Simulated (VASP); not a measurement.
Given:

```
AlN
1.0
    1.55291    -2.68972     0.00000
    1.55291     2.68972     0.00000
    0.00000     0.00000     4.97330
Al N
2 2
Direct
  0.66667   0.33333   0.50005
  0.33333   0.66667   0.00005
  0.66667   0.33333   0.88195
  0.33333   0.66667   0.38195
```

Level of theory: PBE GGA with D4 dispersion, VASP's PBE PAW potentials (set 64) (plane waves; VASP). Settings: 520 eV cut-off, Gaussian smearing of 0.050 eV, potentials Al N.

**Question.** What does the run give for the band gap (along the path) with the smallest direct gap where there is one?

**Answer.** 
```json
{
 "band gap (along the path)": "4.25 eV",
 "smallest direct gap (along the path)": "4.25 eV"
}
```

The compound is AlN in the wurtzite structure. It was relaxed first.
